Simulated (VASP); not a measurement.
Method: r2SCAN meta-GGA, VASP's PBE PAW potentials (set 64) (plane waves; VASP).

VASP input:

### POSCAR
```
Pt
1
   -1.5705586977     1.5705586977     1.5705586977
    1.5705586977    -1.5705586977     1.5705586977
    1.5705586977     1.5705586977    -1.5705586977
Pt
1
Direct
  0.0000000000   0.0000000000   0.0000000000
```

**KPOINTS**
```
Automatic mesh
0
Gamma
18 18 18
0 0 0
```

**KPOINTS_OPT**
```
k-points along high-symmetry lines
10
Line-mode
Reciprocal
  0.000000   0.000000   0.000000 ! GAMMA
  0.500000  -0.500000   0.500000 ! H

  0.500000  -0.500000   0.500000 ! H
  0.000000   0.000000   0.500000 ! N

  0.000000   0.000000   0.500000 ! N
  0.000000   0.000000   0.000000 ! GAMMA

  0.000000   0.000000   0.000000 ! GAMMA
  0.250000   0.250000   0.250000 ! P

  0.250000   0.250000   0.250000 ! P
  0.500000  -0.500000   0.500000 ! H

  0.250000   0.250000   0.250000 ! P
  0.000000   0.000000   0.500000 ! N
```

**INCAR**
```
# general
SYSTEM =Pt
PREC   =Accurate
ENCUT  =400   # plane-wave cut-off (eV)
LREAL  =.False.
LASPH  =.True.

# electronic loop
EDIFF  =1E-7   # SCF stop (eV)
NELM   =100   # most electronic steps
ALGO   =Normal
LMAXMIX=6   # l cut-off of mixed one-centre charges
LMIXTAU=.True.

# smearing
ISMEAR =-5   # tetrahedra, Bloechl

# functional
METAGGA=R2SCAN

# ions
ISIF   =2   # forces and stress, cell fixed

# output
LWAVE  =.False.
LCHARG =.False.
LORBIT =11
NEDOS  =601
```

POTCAR, in this order: Pt (PBE.64 set). Program: vasp_std.

What VASP printed:

File OSZICAR:
```
       N       E                     dE             d eps       ncg     rms          rms(c)
DAV:   1    -0.199616743388E+02   -0.19962E+02   -0.48180E+03  3887   0.841E+02
DAV:   2    -0.543678383583E+02   -0.34406E+02   -0.33342E+02  3749   0.167E+02
DAV:   3    -0.546827357778E+02   -0.31490E+00   -0.31009E+00  4012   0.159E+01
DAV:   4    -0.546840846669E+02   -0.13489E-02   -0.13489E-02  3792   0.108E+00
DAV:   5    -0.546840960571E+02   -0.11390E-04   -0.11394E-04  3873   0.978E-02    0.120E+01
DAV:   6    -0.509685340629E+02    0.37156E+01   -0.36686E+00  3545   0.161E+01    0.590E+00
DAV:   7    -0.512791037636E+02   -0.31057E+00   -0.60824E-01  3519   0.438E+00    0.431E+00
DAV:   8    -0.513754151083E+02   -0.96311E-01   -0.36120E-01  3543   0.376E+00    0.103E+00
DAV:   9    -0.514053494141E+02   -0.29934E-01   -0.48689E-02  3539   0.150E+00    0.190E-01
DAV:  10    -0.514094120160E+02   -0.40626E-02   -0.29741E-03  3560   0.383E-01    0.275E-02
DAV:  11    -0.514086445512E+02    0.76746E-03   -0.84129E-04  3656   0.208E-01    0.998E-02
DAV:  12    -0.514094804046E+02   -0.83585E-03   -0.61180E-04  3574   0.150E-01    0.640E-03
DAV:  13    -0.514094953049E+02   -0.14900E-04   -0.26936E-05  3668   0.411E-02    0.506E-03
DAV:  14    -0.514094950995E+02    0.20547E-06   -0.67102E-07  3678   0.814E-03    0.217E-03
DAV:  15    -0.514094954456E+02   -0.34614E-06   -0.54010E-07  3562   0.540E-03    0.759E-04
DAV:  16    -0.514094953181E+02    0.12747E-06   -0.11362E-07  1838   0.276E-03    0.231E-04
DAV:  17    -0.514094953795E+02   -0.61384E-07   -0.61013E-09  1778   0.759E-04
   1 F= -.51409495E+02 E0= -.51409495E+02  d E =0.000000E+00
       N       E                     dE             ncg
```

OUTCAR:
```
------------------------ aborting loop because EDIFF is reached ----------------------------------------
  FORCE on cell =-STRESS in cart. coord.  units (eV):
  Direction    XX          YY          ZZ          XY          YZ          ZX
  --------------------------------------------------------------------------------------
  Total        0.0116277      0.0116277      0.0116277      0.0000000      0.0000000     -0.0000000
  in kB        1.2022158      1.2022158      1.2022158      0.0000000      0.0000000     -0.0000000
  external PRESSURE =       1.2022158 kB  Pullay stress =       0.0000000 kB
  volume of cell :       15.50
      direct lattice vectors                 reciprocal lattice vectors
    -1.570558698  1.570558698  1.570558698     0.000000000  0.318358047  0.318358047
     1.570558698 -1.570558698  1.570558698     0.318358047  0.000000000  0.318358047
     1.570558698  1.570558698 -1.570558698     0.318358047  0.318358047  0.000000000
 POSITION                                       TOTAL-FORCE (eV/Angst)
 -----------------------------------------------------------------------------------
      0.00000      0.00000      0.00000         0.000000      0.000000      0.000000
 -----------------------------------------------------------------------------------
    total drift:                               -0.000000      0.000000      0.000000
  FREE ENERGIE OF THE ION-ELECTRON SYSTEM (eV)
  ---------------------------------------------------
  free  energy   TOTEN  =       -51.4094953795 eV

  energy  without entropy=      -51.4094953795  energy(sigma->0) =      -51.40949538

 total charge

# of ion       s       p       d       tot
------------------------------------------
    1        0.631   0.543   8.074   9.249
```
(Selected blocks of OUTCAR.)

For a metal the tetrahedron method with Blöchl corrections gives inexact stress and forces.

The structure was generated: Pt was put into the bcc type (Im-3m), which need not be its known phase. It was relaxed first.
